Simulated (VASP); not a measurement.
Here is the system:

```xyz
2
Lattice="0.0000 2.8536 2.8536 2.8536 0.0000 2.8536 2.8536 2.8536 0.0000" Properties=species:S:1:pos:R:3 pbc="T T T"
Ag     0.0000     0.0000     0.0000
Br     2.8536     2.8536     2.8536
```

Computed with AM05 GGA, VASP's PBE PAW potentials (set 64) (plane waves; VASP). Numerical set-up: 520 eV cut-off, Gaussian smearing of 0.050 eV, potentials Ag Br.

Estimate the band gap (along the path) with the smallest direct gap where there is one.

| Property | Result |
|---|---|
| band gap (along the path) | 0.59 eV |
| smallest direct gap (along the path) | 2.60 eV |

Total energies compare only between runs with the same potentials, cut-off and functional.

The compound is AgBr in the rock salt structure. It was relaxed first.
